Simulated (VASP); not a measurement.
# CHBrClF: harmonic vibrations of a molecule

CHBrClF, molecule in box, 5 atoms in the cell. PBE, harmonic vibrations; PAW potentials F, C, Cl, Br, H (PBE set).

## Input

INCAR.step1:
```
PREC = Accurate
ENCUT = 400
EDIFF = 1E-8
ISMEAR = 0
SIGMA = 0.01
ISYM = 0
LREAL = F
LASPH = T
NELM = 100
ALGO = Normal
LWAVE = F
LCHARG = F
IBRION = 2
NSW = 60
ISIF = 2
EDIFFG = -0.002
POTIM = 0.5
```

INCAR.step2:
```
PREC = Accurate
ENCUT = 400
EDIFF = 1E-8
ISMEAR = 0
SIGMA = 0.01
ISYM = 0
LREAL = F
LASPH = T
NELM = 100
ALGO = Normal
LWAVE = F
LCHARG = F
IBRION = 5
NFREE = 2
POTIM = 0.015
NSW = 1
```

KPOINTS:
```
k-points
0
Gamma
  1 1 1
```

POSCAR.step1:
```
HCBrClF
1.0
   12.0000000000      0.0000000000      0.0000000000
    0.0000000000     12.0000000000      0.0000000000
    0.0000000000      0.0000000000     12.0000000000
F C Cl Br H
1 1 1 1 1
Direct
    0.4594083300      0.5128833300      0.6062791700
    0.5026166700      0.5076250000      0.5035291700
    0.6148250000      0.4141166700      0.5017875000
    0.3873416700      0.4647250000      0.3993875000
    0.5323833300      0.5893833300      0.4783458300
```

Commands (each step's output is kept before the next begins):
```
cat potpaw_PBE.64/F/POTCAR potpaw_PBE.64/C/POTCAR potpaw_PBE.64/Cl/POTCAR potpaw_PBE.64/Br/POTCAR potpaw_PBE.64/H/POTCAR > POTCAR
cp INCAR.step1 INCAR
cp POSCAR.step1 POSCAR
mpirun -np 4 vasp_gam > vasp.out
cp CONTCAR POSCAR
cp INCAR.step2 INCAR
mpirun -np 4 vasp_gam > vasp.out
```

## Result

- Vibrations (cm⁻¹; a negative value is imaginary): 3072, 1265, 1163, 1023, 736, 624, 408, 294, 212
- Zero-point energy (eV): 0.545
- Translations and rotations, which should read zero (cm⁻¹): -20, -7, -4, 0, 4, 7
- Vibrational entropy at 298 K (meV/K): 0.228
- Displaced cells: 30
- Ionic steps, all stages: 49
- Electronic steps, all stages: 866

VASP 6.6.1 took 1166 s on 4 cores (Intel Xeon Platinum 8259CL @ 2.50GHz (Skylake/Cascade Lake)), a shared host.
